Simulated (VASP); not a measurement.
Au:

```xyz
1
Lattice="0.0000 2.0585 2.0585 2.0585 0.0000 2.0585 2.0585 2.0585 0.0000" Properties=species:S:1:pos:R:3 pbc="T T T"
Au    0.0000    0.0000    0.0000
```

```yaml
Program: VASP 6.6.1
Task: relaxation of cell and atoms
Functional: PBEsol
Potentials_or_basis: VASP PAW PBE potentials, release 64 (Au)
Cutoff: 580 eV
k_mesh: 18 × 18 × 18
Occupations: gaussian, width 0.1 eV
Spin: no spin polarisation
```

At the start: pressure -4.2 GPa; volume 17.45 Å³/atom.

Where does the relaxation end?

Over 4 steps the energy falls by 5.9 meV/atom and the volume is 17.00 Å³/atom (-2.5 %); space group Fm-3m (No. 225, to 0.05 Å).

Step by step:
| step | energy change (eV) | largest force (eV/Å) | pressure (GPa) | volume (Å³) |
| --- | --- | --- | --- | --- |
| 1 | 0.0000 | 0.0000 | -4.17 | 17.45 |
| 2 | 0.0105 | 0.0000 | 8.05 | 16.32 |
| 3 | -0.0059 | 0.0000 | -0.06 | 17.01 |
| 4 | -0.0059 | 0.0000 | 0.04 | 17.00 |

Final structure:
```
Au
1.0
     0.00000    2.04090    2.04090
     2.04090    0.00000    2.04090
     2.04090    2.04090    0.00000
Au
1
Direct
  0.00000 0.00000 0.00000
```

Caveat: the PAW data sets were made with another functional, which shifts forces and pressure a little.
